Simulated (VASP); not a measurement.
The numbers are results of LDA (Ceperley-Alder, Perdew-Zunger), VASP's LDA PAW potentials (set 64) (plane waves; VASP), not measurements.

The input files of a VASP run:

KPOINTS:
```
Automatic mesh
0
Gamma
2 2 2
0 0 0
```

POSCAR:
```
PtS2
11.194140
  0.3170176539   0.0000000000   0.0000000000
 -0.1585088269   0.2745453425   0.0000000000
  0.0000000000   0.0000000000   0.5000000000
Pt S
1 2
direct
 -0.0011200000  -0.0048350000  -0.0051440000
  0.6740620000   0.3415150000   0.7856400000
  0.3270580000   0.6633200000   0.2195040000
```

INCAR:
```
ALGO  =  Normal
EDIFF  =  1E-6
ENCUT  =  240
ISIF  =  2
ISMEAR  =  0
LASPH  =  .TRUE.
LCHARG  =  .FALSE.
LMAXMIX  =  6
LREAL  =  .FALSE.
LWAVE  =  .FALSE.
NELM  =  100
PREC  =  Accurate
SIGMA  =  0.01
SYSTEM  =  PtS2
```

POTCAR, in this order: Pt S (LDA.64 set). Program: vasp_std.

At this cut-off the stress carries a Pulay error, which pulls relaxed volumes low.

**Question.** Estimate the energy per atom (σ→0), pressure, largest force.

**Answer.** 
```yaml
energy per atom (σ→0): -6.288 eV/atom
pressure: -9.48 GPa
largest_force: 0.03688 Ha/bohr
```

**OSZICAR**
```
...
DAV:   7    -0.189030574046E+02    0.19415E+00   -0.11072E+00   240   0.921E+00    0.482E+00
DAV:   8    -0.188675601158E+02    0.35497E-01   -0.59098E-02   240   0.198E+00    0.102E+00
DAV:   9    -0.188646188821E+02    0.29412E-02   -0.76406E-03   282   0.801E-01    0.207E-01
DAV:  10    -0.188645591831E+02    0.59699E-04   -0.87592E-04   261   0.212E-01    0.113E-01
DAV:  11    -0.188645678653E+02   -0.86822E-05   -0.82249E-05   296   0.592E-02    0.518E-02
DAV:  12    -0.188645694149E+02   -0.15496E-05   -0.71665E-06   282   0.185E-02    0.172E-02
DAV:  13    -0.188645695885E+02   -0.17363E-06   -0.14461E-06   141   0.743E-03
   1 F= -.18864570E+02 E0= -.18864570E+02  d E =-.374583E-15
```

The structure comes from a computed database's PtS2 entry; how it stands against other phases isn't given here. The cell was not relaxed at this level, atoms are displaced from their ideal sites. The k-mesh is coarse (spacing up to 1.02 per Å, 2π included), so the numbers may not be converged in it. The run is one of a series of settings (ENCUT = 240, GGA removed, KPOINTS 2×2×2 Γ-centred mesh, POTCAR Pt S (LDA.64 set) against the base run), some of them coarse on purpose.
